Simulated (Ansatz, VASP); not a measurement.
# Ag (Ag(100)): VASP beside Ansatz, part 2 of 2

Wanted: the spread between two codes on one cell, functional and k mesh.  Other levels of theory on this material are compared in a session of their own.

VASP 6.6.1 and Ansatz 0.2.0.

So far: Set-up; VASP: single point, PBE, spin-orbit coupling.

## Step 3: Ansatz: single point, PBE, spin-orbit coupling

Level of this step: Ansatz beside VASP: Kohn-Sham DFT, plane waves, PBE, spin-orbit coupling (Ansatz).

Ansatz runs on its fully relativistic PAW (standard-fr) files.

The same cell, functional, mesh and smearing now go to Ansatz, which takes its cutoff from its data sets.

input.yaml reads:

```yaml
crystal:
  lattice:
    - [2.8920667351, 0.0, 0.0]
    - [0.0, 2.8920667351, 0.0]
    - [0.0, 0.0, 30.27]
  atoms:
    - { symbol: Ag, position: [0.0, 0.0, 0.2973240833] }
    - { symbol: Ag, position: [0.5, 0.5, 0.3648827222] }
    - { symbol: Ag, position: [0.0, 0.0, 0.4324413611] }
    - { symbol: Ag, position: [0.5, 0.5, 0.5] }
    - { symbol: Ag, position: [0.0, 0.0, 0.5675586389] }
    - { symbol: Ag, position: [0.5, 0.5, 0.6351172778] }
    - { symbol: Ag, position: [0.0, 0.0, 0.7026759167] }
hamiltonian:
  xc: pbe
  pseudopotentials: { kind: paw_fr }
magnetization:
  noncollinear: true
  spin_orbit: true
kpoints:
  mp_grid: { grid: [9, 9, 1] }
scf:
  occupations: { method: methfessel_paxton, width: 0.1 }
  n_extra_bands: 10
efield:
  axis: 3
  dipole_correction: true
  ramp_width: 0.04
output:
  forces: true
  eigenvalues: true
```

Launch:

```console
ansatz run input.yaml --threads 4 --pin off --max-ram 9216MiB --backend cpu --events-out ev --progress --plain --runs-dir out
```

Numbers of over 12 decimals in the logs are rounded to 6 here.

What it wrote:

```text
scf.n_extra_bands = 10 over 133 filled bands (N_el = 133.0): the run solves 143 bands
Engine: ansatz 0.2.0, aarch64-unknown-linux-gnu
Pseudopotentials: kind: paw_fr
Pseudopotential: Ag, paw_fr, valence charge 19, recommended cutoff 420 eV (normal), Ag.paw.azcp#standard-fr
Functional definition: PBE
  parameter kappa = 0.804
  parameter beta = 0.066725
  exchange = pbe_x(kappa = kappa, mu = beta*pi^2/3)
  correlation = pbe_c(beta = beta)
non-collinear run that drives no moment, with spin-orbit: no starting moment large enough to seed its density (crystal.atoms[].spin), no starting occupations that ask for one, no magnetisation constraint and no magnetic field, so the semilocal B_xc is pinned to zero
Crystal: 7 atoms, lattice volume = 253.180 Å³
Basis set: ecut = 420 eV, 4929 PW (Γ), exchange–correlation on 40×40×432 points (8 copies of the dense FFT grid, shifted against one another)
Bands: 143, of which v1, the nominal top of the filled ones, is band 133 counted from 1 (132 counted from 0)
Symmetry: 8 space group operations + 8 with time reversal
k-points: 15 of 81
Projection manifold: j_resolved (fully-relativistic pseudo-atomic orbitals)
Non-local potential: Ag, projectors of the file, l = 0: 3, l = 1: 4, l = 2: 4, l = 3: 2
PAW form: soft (Blöchl's): semilocal exchange-correlation on the pseudo side does not see the compensation charge
PAW one-centre angular grid: Ag, 590 points (default); XC on 96 Gauss nodes
Initial density: superposition of atomic densities (neutral atoms: chi_scale 0, normalization atom)
Initial wavefunctions: pseudopotential atomic-orbital guess
Functional: x = pbe(κ = 0.804, μ = 0.219515), c = pbe(β = 0.066725)
SCF iter   1: F=—  HF=-53150.993971 eV  |F-HF|=—  |Δ(HF+E_count)|=         —  Δρ=4.47e-2  dr2=5.68e0  dr2_m=0.00e0 (ungated)  ethr=3.10e-3  |M|=0.00e0 ∫|m|=0.00e0 μB  |m|>n=0.0e0 m-floor=0.0e0 τ_xc=0.0e0  β_m=1.00  p=0.000 e·Å  D=1.88e-13 V/Å  ΔV_dip=-0.00 eV  dr2_dipole=7.30e-5  V_vac-E_F(+/−)=4.57/4.57 eV  ⟨swp⟩=10.2  Hψ=12328  notcnv=0  defer=6
efield: sawtooth ramp at fractional position 0.9800 (placed from the atoms, in the widest stretch of the axis that holds none; the zero of the levels goes with the place), width 0.0400; the density the first Hamiltonian is built on has a dipole p = 0.000 e·Å; the dipole correction subtracts the counter field D = 1.88e-13 V/Å, which shifts the + side's vacuum level by -0.00 eV against the − side's; the planar-averaged density in the ramp window peaks in size at 8.0e-7 e/Å³
preconditioner: auto → LDOS  [metal: Δε(μ)=0.049 eV  Ē_g=6.376 eV  σ=0.100 eV  W_gap=0.40  n_scr=66 (ndim 8)  ℏωp=20.5 eV  f_vac=0.496  D(μ)=4.03/eV (n_scr^D=16)  β→1.0]
spin=Noncollinear: LDOS preconditioning applied to the charge; magnetization (m_x, m_y, m_z) channels mix plain (no charge-response kernel on spin).
SCF iter   2: F=—  HF=-53151.199792 eV  |F-HF|=—  |Δ(HF+E_count)|=   2.06e-1  S|Δr|=    0.00e0  Δρ=5.69e-2  dr2=6.62e0  dr2_m=0.00e0 (ungated)  ethr=3.10e-3  |M|=0.00e0 ∫|m|=0.00e0 μB  |m|>n=0.0e0 m-floor=0.0e0 τ_xc=0.0e0  β_m=0.66  p=-0.000 e·Å  D=-5.45e-5 V/Å  ΔV_dip=0.00 eV  dr2_dipole=3.57e-5  V_vac-E_F(+/−)=4.40/4.40 eV  ⟨swp⟩=2.3  Hψ=4944  notcnv=0  defer=47
SCF iter   3: F=—  HF=-53149.419987 eV  |F-HF|=—  |Δ(HF+E_count)|=    1.78e0  S|Δr|=    0.00e0  Δρ=5.08e-3  dr2=4.49e-2  dr2_m=0.00e0 (ungated)  ethr=3.10e-3  |M|=0.00e0 ∫|m|=0.00e0 μB  |m|>n=0.0e0 m-floor=0.0e0 τ_xc=0.0e0  β_m=0.81  p=-0.000 e·Å  D=-5.29e-5 V/Å  ΔV_dip=0.00 eV  dr2_dipole=1.90e-5  V_vac-E_F(+/−)=4.50/4.50 eV  ⟨swp⟩=2.9  Hψ=4730  notcnv=0  defer=45
SCF iter   4: F=—  HF=-53149.442608 eV  |F-HF|=—  |Δ(HF+E_count)|=   2.26e-2  S|Δr|=    0.00e0  Δρ=2.35e-3  dr2=1.54e-2  dr2_m=0.00e0 (ungated)  ethr=3.37e-5  |M|=0.00e0 ∫|m|=0.00e0 μB  |m|>n=0.0e0 m-floor=0.0e0 τ_xc=0.0e0  β_m=0.73  p=-0.000 e·Å  D=-2.26e-5 V/Å  ΔV_dip=0.00 eV  dr2_dipole=4.50e-6  V_vac-E_F(+/−)=4.43/4.43 eV  ⟨swp⟩=2.0  Hψ=4470  notcnv=0  defer=45
SCF iter   5: F=—  HF=-53149.442014 eV  |F-HF|=—  |Δ(HF+E_count)|=   5.94e-4  S|Δr|=    0.00e0  Δρ=1.14e-3  dr2=4.05e-3  dr2_m=0.00e0 (ungated)  ethr=1.16e-5  |M|=0.00e0 ∫|m|=0.00e0 μB  |m|>n=0.0e0 m-floor=0.0e0 τ_xc=0.0e0  β_m=0.65  p=-0.000 e·Å  D=-2.02e-5 V/Å  ΔV_dip=0.00 eV  dr2_dipole=2.28e-6  V_vac-E_F(+/−)=4.38/4.38 eV  ⟨swp⟩=2.0  Hψ=3976  notcnv=0  defer=45
SCF iter   6: F=—  HF=-53149.441891 eV  |F-HF|=—  |Δ(HF+E_count)|=   1.24e-4  S|Δr|=    0.00e0  Δρ=4.54e-4  dr2=8.45e-4  dr2_m=0.00e0 (ungated)  ethr=3.04e-6  |M|=0.00e0 ∫|m|=0.00e0 μB  |m|>n=0.0e0 m-floor=0.0e0 τ_xc=0.0e0  β_m=0.58  p=-0.000 e·Å  D=-1.76e-5 V/Å  ΔV_dip=0.00 eV  dr2_dipole=9.24e-7  V_vac-E_F(+/−)=4.36/4.36 eV  ⟨swp⟩=2.0  Hψ=3189  notcnv=0  defer=45
SCF iter   7: F=—  HF=-53149.441852 eV  |F-HF|=—  |Δ(HF+E_count)|=   3.86e-5  S|Δr|=    0.00e0  Δρ=1.12e-4  dr2=1.51e-4  dr2_m=0.00e0 (ungated)  ethr=6.36e-7  |M|=0.00e0 ∫|m|=0.00e0 μB  |m|>n=0.0e0 m-floor=0.0e0 τ_xc=0.0e0  β_m=0.67  p=-0.000 e·Å  D=-1.25e-5 V/Å  ΔV_dip=0.00 eV  dr2_dipole=3.02e-7  V_vac-E_F(+/−)=4.35/4.35 eV  ⟨swp⟩=2.5  Hψ=3720  notcnv=0  defer=45
SCF iter   8: F=—  HF=-53149.441865 eV  |F-HF|=—  |Δ(HF+E_count)|=   1.32e-5  S|Δr|=    0.00e0  Δρ=3.64e-5  dr2=1.08e-5  dr2_m=0.00e0 (ungated)  ethr=1.14e-7  |M|=0.00e0 ∫|m|=0.00e0 μB  |m|>n=0.0e0 m-floor=0.0e0 τ_xc=0.0e0  β_m=0.76  p=-0.000 e·Å  D=-6.13e-6 V/Å  ΔV_dip=0.00 eV  dr2_dipole=4.45e-8  V_vac-E_F(+/−)=4.34/4.34 eV  ⟨swp⟩=1.9  Hψ=2425  notcnv=0  defer=45
SCF iter   9: F=—  HF=-53149.441839 eV  |F-HF|=—  |Δ(HF+E_count)|=   2.62e-5  S|Δr|=    0.00e0  Δρ=1.15e-5  dr2=5.41e-7  dr2_m=0.00e0 (ungated)  ethr=8.13e-9  |M|=0.00e0 ∫|m|=0.00e0 μB  |m|>n=0.0e0 m-floor=0.0e0 τ_xc=0.0e0  β_m=0.69  p=-0.000 e·Å  D=-2.46e-6 V/Å  ΔV_dip=0.00 eV  dr2_dipole=3.73e-9  V_vac-E_F(+/−)=4.33/4.33 eV  ⟨swp⟩=2.0  Hψ=3253  notcnv=0  defer=45
SCF iter  10: F=-53149.441839 eV  HF=-53149.441839 eV  |F-HF|=5.23e-8  |Δ(HF+E_count)|=   3.64e-8  S|Δr|=    0.00e0  Δρ=4.24e-6  dr2=5.93e-8  dr2_m=0.00e0 (ungated)  ethr=7.52e-11  |M|=0.00e0 ∫|m|=0.00e0 μB  |m|>n=0.0e0 m-floor=0.0e0 τ_xc=0.0e0  p=-0.000 e·Å  D=-1.42e-6 V/Å  ΔV_dip=0.00 eV  dr2_dipole=1.46e-9  V_vac-E_F(+/−)=4.33/4.33 eV  ⟨swp⟩=11.3  Hψ=9793  notcnv=0
SCF 1 converged in 10 iterations: F = -53149.441839 eV  dr2 = 5.93e-8
  greatest PAW one-centre occupation: 1.000 electrons in one spin orbital (limit 2), on the Ag atom at site 4 (counted from 0), in its partial waves of l = 0
SCF converged after 10 iterations
Stability not checked: this state was not tested for a lower state beside it, because cold or Methfessel-Paxton smearing, or corrected tetrahedra, fill the levels in a way that the test cannot read (fill_not_monotonic; see scf.lower_state_search)
Magnetization: |M| = 0.0000 μB,  M = (+0.0000, +0.0000, +0.0000) μB
Absolute magnetization: 0.0000 μB (∫|m|)
  site 0: m = (+0.0000, +0.0000, +0.0000) μB, |m| = 0.0000 μB  (R = 1.19 Å)
  site 1: m = (+0.0000, +0.0000, +0.0000) μB, |m| = 0.0000 μB  (R = 1.19 Å)
  site 2: m = (+0.0000, +0.0000, +0.0000) μB, |m| = 0.0000 μB  (R = 1.19 Å)
  site 3: m = (+0.0000, +0.0000, +0.0000) μB, |m| = 0.0000 μB  (R = 1.19 Å)
  site 4: m = (+0.0000, +0.0000, +0.0000) μB, |m| = 0.0000 μB  (R = 1.19 Å)
  site 5: m = (+0.0000, +0.0000, +0.0000) μB, |m| = 0.0000 μB  (R = 1.19 Å)
  site 6: m = (+0.0000, +0.0000, +0.0000) μB, |m| = 0.0000 μB  (R = 1.19 Å)
Free energy (F): -53149.441839 eV
Harris-Foulkes:  -53149.441839 eV  (|F-HF|=5.23e-8)
Internal energy: -53149.438298 eV  (E = F + TS)
E sigma→0 (E₀):  -53149.440954 eV
Entropy (-TS):   -0.003541 eV (-0.506 meV/atom)
Fermi energy:    5.914027 eV
Dipole field:    D = 0.000044 V/Å  (p = 0.000062 e·Å, saw-weighted, corrected)
Work function:   Φ+ = 4.3292 eV   Φ− = 4.3306 eV
Levels:          The Fermi level and band energies are counted from a zero that moves with the ramp; work functions are not
--- Per-component energies (eV) ---
  E_band       = -3152.211226
  E_kinetic    = 3692.052577
  E_local      = -287131.109632  (includes V_loc(G=0)·N_el)
  E_nonlocal   = 549.234267
  E_hartree    = 142128.962206
  E_xc         = -1293.510206
  E_vxc        = -1643.387370  (∫ρ·V_xc dr)
  E_paw        = -27324.788136  (= ΣΔE_a)
  E_vpaw       = -2876.843649  (= ΣTr[D̂ρ^β])
  E_aug_tail   = 0.002278  (compensation charges beyond the density's cutoff)
  E_efield     = 0.000000  (sawtooth field / dipole correction)
  E_vefield    = 0.000000  (∫n·V_field dr)
  E_ewald      = 116229.718348
  E_smearing   = -0.003541  (= −TS)
  E_closure    = 0.000000  (closes the sum)
  Σ components = -53149.441839   (vs F -53149.441839, Δ=0.00e0)
--- Forces (eV/Å), atoms counted from 1 ---
  atom   1  Ag     0.00000000     0.00000000    -0.07967780
  atom   2  Ag    -0.00000000     0.00000000    -0.12748227
  atom   3  Ag    -0.00000000     0.00000000    -0.01322864
  atom   4  Ag     0.00000000     0.00000000     0.00000103
  atom   5  Ag    -0.00000000     0.00000000     0.01322774
  atom   6  Ag     0.00000000     0.00000000     0.12748315
  atom   7  Ag     0.00000000     0.00000000     0.07967157
  max |Σ_I F_I| component: 5.22e-6 eV/Å
--- Band table (eV; the first three rows and the last of 15) ---
  k-point 0: bands = [... 129 lower, 2.9962, 3.1967, 3.1967, 3.3343, 3.3343, 3.4875, 3.4875, 5.0464, ... 6 higher]
  k-point 1: bands = [... 129 lower, 3.0392, 3.1176, 3.1176, 3.2180, 3.2180, 3.9985, 3.9985, 5.4984, ... 6 higher]
  k-point 2: bands = [... 129 lower, 3.0504, 3.0930, 3.0930, 3.5247, 3.5247, 4.8618, 4.8618, 6.4597, ... 6 higher]
  k-point 14: bands = [... 129 lower, 7.9652, 8.1910, 8.1910, 9.1047, 9.1047, 9.1274, 9.1274, 10.3396, ... 6 higher]
```

It took 63 s on 4 threads of Arm Neoverse V1, shared host; peak memory 2.8 GiB; 4.2 min of CPU time.

## Step 4: Differences

Known differences besides the potentials themselves: spin-orbit coupling enters by fully relativistic files in Ansatz and inside the spheres in VASP; the data sets hold 133 valence electrons in Ansatz (fully relativistic PAW (standard-fr) files) and 77 in VASP; the cutoff is 420 eV in Ansatz and 350 eV in VASP (PREC = Normal). Total energies have different zeros and are not compared.

Compared:

```csv
quantity,Ansatz,VASP,difference
"work function, lower of the two faces (eV)",4.33,4.33,0.00
"work function, higher of the two faces (eV)",4.33,4.33,0.00
```

Forces (eV/Å; atoms numbered as in POSCAR):

```csv
atom,"Ansatz x, y, z","VASP x, y, z"
Ag1,"0.000, 0.000, -0.080","0.000, 0.000, -0.081"
Ag2,"0.000, 0.000, -0.127","0.000, 0.000, -0.130"
Ag3,"0.000, 0.000, -0.013","0.000, 0.000, -0.014"
Ag4,"0.000, 0.000, 0.000","0.000, 0.000, 0.000"
Ag5,"0.000, 0.000, 0.013","0.000, 0.000, 0.014"
Ag6,"0.000, 0.000, 0.127","0.000, 0.000, 0.130"
Ag7,"0.000, 0.000, 0.080","0.000, 0.000, 0.081"
```

The forces differ by 0.9 meV/Å r.m.s., which is 2.0 % of the r.m.s. force of 0.05 eV/Å (both taken over all components). VASP's log warns that it found no field-free region in the vacuum, so its work functions are uncertain.

## Step 5: Results

```yaml
r_m_s_force_difference_single_point_pbe_spin_orbit_coupling: 0.94 meV/Å
```

In words: The r.m.s. force difference is 0.94 meV/Å (single point, PBE, spin-orbit coupling), within the 12 meV/Å picked in this series as the mark of a large difference. 3 further runs of this series are not shown here. Such differences can come from data sets, numerical settings and the points named under the comparisons, not from the functional's error against experiment.

[Lines on the potential files, build, host, timing and source positions are cut from VASP's logs without a mark.]

[Logs are printed without paths, hosts, clocks, repeated set-up lines and the standing remarks that a program may print on its own settings, such as how far it seeks lower states.]

[Hosts, paths, dates, database ids (printed as entryN), source tags and the programs' standing remarks are cut or masked in the printed files.]
